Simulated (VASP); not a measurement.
# InSbO2 (R-3m) in VASP: relaxation of cell and atoms with PBE

Aim: the relaxation of cell and atoms of InSbO2 with PBE.

Everything below comes from runs of VASP 6.6.1. Logs are shortened: lines on timing, memory, paths and dates and some standing lists are left out, and cuts for length are marked.

### Step 1. The structure

The structure is trigonal, space group R-3m (No. 166). Conventional cell: a = 3.400 Å, b = 3.400 Å, c = 21.100 Å, α = 90.00°, β = 90.00°, γ = 120.00°. In (site symmetry -3m) has 6 O at 2.25 Å as nearest neighbours. Around Sb (site symmetry -3m) lie 6 O at 3.11 Å and 6 Sb at 3.40 Å. O (site symmetry 3m) has 3 In at 2.25 Å as nearest neighbours.

The cell was built by a generator and needn't be a form met in nature.

### Step 2. Relaxation of cell and atoms, PBE

INCAR reads:

```
ALGO = Fast
EDIFF = 1E-4
EDIFFG = -0.08
ENCUT = 520
GGA = PE
IBRION = 2
ISIF = 3
ISMEAR = 0
LASPH = True
LCHARG = False
LREAL = False
LWAVE = False
NELM = 60
NSW = 24
PREC = Normal
SIGMA = 0.15
```

KPOINTS reads:

```
k-points
0
Gamma
  5 5 5
```

POSCAR reads:

```
InSbO2
1.0
    1.7000000000      0.9814954600      7.0333333300
   -1.7000000000      0.9814954600      7.0333333300
    0.0000000000     -1.9629909200      7.0333333300
In Sb O
1 1 2
Direct
    0.5000000000      0.5000000000      0.5000000000
    0.0000000000      0.0000000000      0.0000000000
    0.2190000000      0.2190000000      0.2190000000
    0.7810000000      0.7810000000      0.7810000000
```

Potentials or basis: VASP PAW PBE potentials, release 64 (In_d, Sb, O).

Started as:

```
$ cat potpaw_PBE.64/In_d/POTCAR potpaw_PBE.64/Sb/POTCAR potpaw_PBE.64/O/POTCAR > POTCAR
$ mpirun -np 1 vasp_std > vasp.out
```

OUTCAR:

```text
EDIFF = 1E-4
   EDIFFG = -0.08
   ENCUT = 520
   GGA = PE
   IBRION = 2
   ISIF = 3
   ISMEAR = 0
   LASPH = True
   LREAL = False
   NELM = 60
   NSW = 24
   PREC = Normal

 ion  position               nearest neighbor table
   1  0.500  0.500  0.500-   3 2.25   3 2.25   4 2.25   4 2.25   3 2.25   4 2.25
   2  0.000  0.000  0.000-
   3  0.219  0.219  0.219-   1 2.25   1 2.25   1 2.25
   4  0.781  0.781  0.781-   1 2.25   1 2.25   1 2.25

  LATTYP: Found a trigonal (rhomboedric) cell.
 ALAT       =     7.3021305842
 COS(alpha) =     0.8916001579

  Lattice vectors:

 A1 = (   1.7000000000,   0.9814954600,   7.0333333300)
 A2 = (  -1.7000000000,   0.9814954600,   7.0333333300)
 A3 = (   0.0000000000,  -1.9629909200,   7.0333333300)

Analysis of symmetry for initial positions (statically):
=====================================================================
 Subroutine PRICEL returns:
 Original cell was already a primitive cell.

 Routine SETGRP: Setting up the symmetry group for a
 trigonal (rhombohedral) supercell.

 Subroutine GETGRP returns: Found 12 space group operations
 (whereof 12 operations were pure point group operations)
 out of a pool of 12 trial point group operations.

The static configuration has the point symmetry D_3d.

Analysis of symmetry for dynamics (positions and initial velocities):
=====================================================================
 Subroutine PRICEL returns:
 Original cell was already a primitive cell.

 Routine SETGRP: Setting up the symmetry group for a
 trigonal (rhombohedral) supercell.

 Subroutine GETGRP returns: Found 12 space group operations
 (whereof 12 operations were pure point group operations)
 out of a pool of 12 trial point group operations.

The dynamic configuration has the point symmetry D_3d.

 Subroutine INISYM returns: Found 12 space group operations
 (whereof 12 operations are pure point group operations),
 and found     1 'primitive' translations

----------------------------------------------------------------------------------------

                                     Primitive cell

  volume of cell :      70.4125

  direct lattice vectors                    reciprocal lattice vectors
     1.700000000  0.981495460  7.033333330     0.294117647  0.169808902  0.047393365
    -1.700000000  0.981495460  7.033333330    -0.294117647  0.169808902  0.047393365
     0.000000000 -1.962990920  7.033333330     0.000000000 -0.339617805  0.047393365

  length of vectors
     7.302130584  7.302130584  7.302130585     0.342908712  0.342908712  0.342908711

  position of ions in fractional coordinates (direct lattice)
     0.500000000  0.500000000  0.500000000
     0.000000000  0.000000000  0.000000000
     0.219000000  0.219000000  0.219000000
     0.781000000  0.781000000  0.781000000

  ion indices of the primitive-cell ions
   primitive index   ion index
                 1           1
                 2           2
                 3           3
                 4           4

----------------------------------------------------------------------------------------

 KPOINTS: k-points

Automatic generation of k-mesh.
 Grid dimensions read from file:
 generate k-points for:    5    5    5

 Generating k-lattice:

  Cartesian coordinates                     Fractional coordinates (reciprocal lattice)
     0.058823529  0.033961780  0.009478673     0.200000000  0.000000000 -0.000000000
    -0.058823529  0.033961780  0.009478673     0.000000000  0.200000000 -0.000000000
     0.000000000 -0.067923561  0.009478673    -0.000000000 -0.000000000  0.200000000

  Length of vectors
     0.068581742  0.068581742  0.068581742

  Shift w.r.t. Gamma in fractional coordinates (k-lattice)
     0.000000000  0.000000000  0.000000000

 Subroutine IBZKPT returns following result:
 ===========================================

 Found     19 irreducible k-points:

 Following reciprocal coordinates:
            Coordinates               Weight
  0.000000  0.000000  0.000000      1.000000
  0.200000  0.000000 -0.000000      6.000000
  0.400000  0.000000  0.000000      6.000000
  0.200000  0.200000 -0.000000      6.000000
  0.400000  0.200000 -0.000000     12.000000
 -0.400000  0.200000  0.000000     12.000000
[... 11 lines left out ...]
  0.400000  0.400000  0.400000      2.000000
 -0.400000  0.400000  0.400000      6.000000
   k-points           NKPTS =     19   k-points in BZ     NKDIM =     19   number of bands    NBANDS=     19
   number of dos      NEDOS =    301   number of ions     NIONS =      4
   total plane-waves  NPLWV =  74088
   dimension x,y,z NGX =    42 NGY =   42 NGZ =   42
   dimension x,y,z NGXF=    84 NGYF=   84 NGZF=   84
   ions per type =               1   1   2
   NGX,Y,Z   is equivalent  to a cutoff of   9.56,  9.56,  9.56 a.u.
   NGXF,Y,Z  is equivalent  to a cutoff of  19.12, 19.12, 19.12 a.u.
 SYSTEM =  unknown system
   PREC   = normal    normal or accurate (medium, high low for compatibility)
   ISTART =      0    job   : 0-new  1-cont  2-samecut
   ICHARG =      2    charge: 1-file 2-atom 10-const
   ISPIN  =      1    spin polarized calculation?
   LNONCOLLINEAR =      F non collinear calculations
   LSORBIT =      F    spin-orbit coupling
   LASPH  =      T    aspherical Exc in radial PAW
   ENCUT  =  520.0 eV  38.22 Ry    6.18 a.u.  13.58 13.58 13.58*2*pi/ulx,y,z
   NELM   =     60;   NELMIN=  2; NELMDL= -5     # of ELM steps
   EDIFF  = 0.1E-03   stopping-criterion for ELM
   LREAL  =      F    real-space projection
   EDIFFG = -.8E-01   stopping-criterion for IOM
   NSW    =     24    number of steps for IOM
   IBRION =      2    ionic relax: 0-MD 1-quasi-New 2-CG
   NFREE  =      1    steps in history (QN), initial steepest desc. (CG)
   ISIF   =      3    stress and relaxation
   ISYM   =      2    0-nonsym 1-usesym 2-fastsym
   POTIM  = 0.5000    time-step for ionic-motion
   TEBEG  =    0.0;   TEEND  =   0.0 temperature during run
   PSTRESS=    0.0 pullay stress
   NELECT =      30.0000    total number of electrons
   NUPDOWN=      -1.0000    fix difference up-down
   EMIN   =  10.00;   EMAX   =-10.00  energy-range for DOS
   EFERMI =   0.00;   METHOD = LEGACY
   ISMEAR =     0;   SIGMA  =   0.15  broadening in eV -4-tet -1-fermi 0-gaus
   EFERMI_NEDOS =   21; number of points for ismear=-14 and -15
   IALGO  =     68    algorithm
   IMIX   =      4    mixing-type and parameters
     AMIX     =   0.40;   BMIX     =  1.00
     AMIX_MAG =   1.60;   BMIX_MAG =  1.00
  volume/ion in A,a.u.               =      17.60       118.79
  Fermi-wavevector in a.u.,A,eV,Ry     =   1.231871  2.327899 20.646937  1.517507
  Thomas-Fermi vector in A             =   2.366664
   LORBIT       =      0    0 simple, 1 ext, 2 COOP (PROOUT), +10 PAW based schemes
   GGA     = PE    functional components
   LHFCALC =     F    Hartree Fock is set to
   AEXX    =    0.0000 exact exchange contribution
   IVDW    =     0    specifies the selected vdW correction
   LEPSILON=     F    determine dielectric tensor
   LRPA    =     F    only Hartree local field effects (RPA)
 conjugate gradient relaxation of ions
 non-spin polarized calculation
 RMM-DIIS sequential band-by-band and
 Gauss-broadening in eV      SIGMA  =   0.15
  energy-cutoff  :      520.00
  volume of cell :       70.41
 maximum number of plane-waves:      1923
   NGX = 27   NGY = 27   NGZ = 27

--------------------------------------- Ionic step        1  -------------------------------------------

 number of electron      29.9999983 magnetization

 Free energy of the ion-electron system (eV)
  ---------------------------------------------------
  ext. energy  EPLUGINS =         0.00000000
  ---------------------------------------------------
  free energy    TOTEN  =       -19.86064979 eV

  energy without entropy =      -19.84685130  energy(sigma->0) =      -19.85375055

------------------------ aborting loop because EDIFF is reached ----------------------------------------

  FORCE on cell =-STRESS in cart. coord.  units (eV):
  Direction    XX          YY          ZZ          XY          YZ          ZX
  --------------------------------------------------------------------------------------
  -------------------------------------------------------------------------------------
  Total       -4.2330997     -4.2330997     -2.4377640      0.0000000      0.0000000      0.0000000
  in kB      -96.3206522    -96.3206526    -55.4692856      0.0000000      0.0000000      0.0000000
  external PRESSURE =     -82.7035301 kB  Pullay stress =       0.0000000 kB

 VOLUME and BASIS-vectors are now :
 -----------------------------------------------------------------------------
  energy-cutoff  :      520.00
  volume of cell :       70.41
      direct lattice vectors                 reciprocal lattice vectors
     1.700000000  0.981495460  7.033333330     0.294117647  0.169808902  0.047393365
    -1.700000000  0.981495460  7.033333330    -0.294117647  0.169808902  0.047393365
     0.000000000 -1.962990920  7.033333330     0.000000000 -0.339617805  0.047393365
[... 267 lines left out ...]
 POSITION                                       TOTAL-FORCE (eV/Angst)
 -----------------------------------------------------------------------------------
      0.00000      0.00000     10.25894         0.000000      0.000000      0.000000
     -0.00000      0.00000      0.00000         0.000000      0.000000      0.000000
      0.00000      0.00000      4.59334         0.000000     -0.000000     -0.062831
      0.00000      0.00000     15.92454         0.000000      0.000000      0.062831
 -----------------------------------------------------------------------------------
    total drift:                                0.000000      0.000000     -0.000000

  FREE ENERGIE OF THE ION-ELECTRON SYSTEM (eV)
  ---------------------------------------------------
  free  energy   TOTEN  =       -20.1116311964 eV

  energy  without entropy=      -20.0980343344  energy(sigma->0) =      -20.10483277

--------------------------------------- Ionic step        9  -------------------------------------------

 number of electron      30.0000025 magnetization

 Free energy of the ion-electron system (eV)
  ---------------------------------------------------
  ext. energy  EPLUGINS =         0.00000000
  ---------------------------------------------------
  free energy    TOTEN  =       -20.11349847 eV

  energy without entropy =      -20.10044811  energy(sigma->0) =      -20.10697329

 E-fermi :   7.6551     XC(G=0): -10.8149

 val. band max:        7.6287464874   @ k =  -0.4000   0.4000   0.4000
 cond. band min:       7.8829993634   @ k =   0.4000   0.4000   0.2000
 fundamental gap:      0.2542528760
 Fermi energy:         7.6550597888

 k-point     1 :       0.0000    0.0000    0.0000
  band No.  band energies     occupation
      1     -11.4083      2.00000
      2     -10.3666      2.00000
      3      -6.6040      2.00000
      4      -6.6040      2.00000
      5      -6.5552      2.00000
      6      -6.2472      2.00000
[... 11 lines left out ...]
     18      13.1105      0.00000
     19      13.1335      0.00000
[... 416 lines left out ...]
 POSITION                                       TOTAL-FORCE (eV/Angst)
 -----------------------------------------------------------------------------------
      0.00000      0.00000     10.25431         0.000000      0.000000      0.000000
     -0.00000      0.00000      0.00000         0.000000      0.000000      0.000000
      0.00000      0.00000      4.59077         0.000000      0.000000     -0.010575
      0.00000      0.00000     15.91785         0.000000     -0.000000      0.010575
 -----------------------------------------------------------------------------------
    total drift:                                0.000000      0.000000      0.000000

  FREE ENERGIE OF THE ION-ELECTRON SYSTEM (eV)
  ---------------------------------------------------
  free  energy   TOTEN  =       -20.1134984741 eV

  energy  without entropy=      -20.1004481137  energy(sigma->0) =      -20.10697329

 reached required accuracy - stopping structural energy minimisation
```

It took 2.3 min on 1 thread of Intel Xeon 6975P-C (Granite Rapids), shared host; peak memory 0.29 GiB.

What came out:

- Free energy: -20.1135 eV
- Relaxed volume: 15.71 Å³/atom
- Relaxed cell: a = 7.090 Å, b = 7.090 Å, c = 7.090 Å, α = 26.57°, β = 26.57°, γ = 26.57°
- Space group after relaxing (to 0.05 Å): R-3m (No. 166)
- Energy gained by relaxing: 63.2 meV/atom
- Ionic steps: 9
- Pressure after relaxing: -0.4 GPa
- Largest force after relaxing: 0.011 eV/Å
- Band gap on the k mesh: none (metal or under the smearing width)

Forces in eV/Å, atoms in the order of the input:
```
In   0.000  0.000  0.000
Sb   0.000  0.000  0.000
O    0.000  0.000 -0.011
O    0.000  0.000  0.011
```

The path:
| step | energy change (eV) | largest force (eV/Å) | pressure (GPa) | volume (Å³) |
| --- | --- | --- | --- | --- |
| 1 | 0.0000 | 0.2594 | -8.27 | 70.41 |
| 2 | -0.1203 | 1.2380 | 6.43 | 61.54 |
| 3 | -0.1761 | 0.8375 | -0.01 | 64.51 |
| 4 | -0.1760 | 0.8638 | 0.67 | 64.34 |
| 5 | -0.2287 | 0.4975 | 0.48 | 63.49 |
| 6 | -0.2514 | 0.0077 | 0.61 | 62.39 |
| 7 | -0.2516 | 0.0455 | 0.83 | 62.46 |
| 8 | -0.2510 | 0.0628 | -1.10 | 63.35 |
| 9 | -0.2528 | 0.0106 | -0.40 | 62.85 |

Final structure:
```cif
data_structure
_symmetry_space_group_name_H-M 'P 1'
_symmetry_Int_Tables_number 1
_cell_length_a 7.0903
_cell_length_b 7.0903
_cell_length_c 7.0903
_cell_angle_alpha 26.567
_cell_angle_beta 26.567
_cell_angle_gamma 26.567
_cell_volume 62.85
loop_
_atom_site_label
_atom_site_type_symbol
_atom_site_fract_x
_atom_site_fract_y
_atom_site_fract_z
_atom_site_occupancy
In1 In 0.50000 0.50000 0.50000 1
Sb1 Sb 0.00000 0.00000 0.00000 1
O1 O 0.22385 0.22385 0.22385 1
O2 O 0.77615 0.77615 0.77615 1
```

Caveat: the k mesh is coarse (spacing up to 0.43 Å⁻¹), so the values aren't converged; the relaxation stopped at a loose force limit of 0.08 eV/Å, so its end isn't a converged minimum. The run has no spin-orbit coupling, so splittings on Sb are missing.
